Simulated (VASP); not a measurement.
Here is the system:

```
CELL_PARAMETERS angstrom
      0.00000     1.90000     1.90000
      1.90000     0.00000     1.90000
      1.90000     1.90000     0.00000
ATOMIC_POSITIONS crystal
  Rh 0.00000 0.00000 0.00000
```

The numbers are results of PBE GGA, VASP's PBE PAW potentials (set 64) (plane waves; VASP 6.6.1), not measurements. Run with 300 eV cut-off, 15×15×15 Γ-centred mesh, Gaussian smearing of 0.20 eV, potentials Rh_pv.

Q: Give the energies of bands 4 to 9 at the high-symmetry points, in eV from the Fermi level.

A: 
```csv
band,Γ,X,U,L,W
4,-7.99,-6.34,-5.53,-6.14,-5.04
5,-3.09,-5.97,-4.78,-3.17,-3.81
6,-3.09,0.54,-2.07,-3.17,-3.81
7,-3.09,0.99,-0.70,0.57,-1.21
8,-0.99,0.99,0.38,0.57,0.99
9,-0.99,3.26,7.88,0.72,9.64
```

It has no gap at this level: it comes out as a metal or semimetal.

The structure is a typed Rh crystal (Fm-3m). The cell was not relaxed at this level.
